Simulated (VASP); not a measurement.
KTaO3:

```
K Ta O
1.0
     3.99488    0.00000    0.00000
     0.00000    3.99488    0.00000
     0.00000    0.00000    3.99488
K Ta O
1 1 3
Cartesian
  0.0000 0.0000 0.0000
  1.9974 1.9974 1.9974
  1.9974 1.9974 0.0000
  1.9974 0.0000 1.9974
  0.0000 1.9974 1.9974
```

The cell was built by a generator and isn't the measured one.

- Program: VASP 6.6.1
- Task: relaxation of cell and atoms
- Functional: LDA
- Potentials or basis: VASP PAW LDA potentials, release 64 (K_sv, Ta_pv, O)
- Cutoff: 600 eV
- k mesh: 8 × 8 × 8
- Occupations: gaussian, width 0.02 eV
- Spin: no spin polarisation

At the start: pressure -5.6 GPa; volume 12.75 Å³/atom.

How do energy, volume and symmetry change on relaxing?

Over 6 steps the energy falls by 6.2 meV/atom and the volume is 12.41 Å³/atom (-2.7 %); space group Pm-3m (No. 221, to 0.05 Å).

The path:
```csv
step,energy change (eV),largest force (eV/Å),pressure (GPa),volume (Å³)
1,0.0000,0.0000,-5.59,63.75
2,0.0315,0.0000,8.97,59.73
3,-0.0308,0.0000,-0.06,62.05
4,-0.0308,0.0000,0.06,62.02
5,-0.0308,0.0000,-0.06,62.05
6,-0.0308,0.0000,0.00,62.04
```

Final structure:
```
CELL_PARAMETERS angstrom
3.95865 0.00000 0.00000
0.00000 3.95865 0.00000
0.00000 0.00000 3.95865
ATOMIC_POSITIONS crystal
K 0.00000 0.00000 0.00000
Ta 0.50000 0.50000 0.50000
O 0.50000 0.50000 0.00000
O 0.50000 0.00000 0.50000
O 0.00000 0.50000 0.50000
```
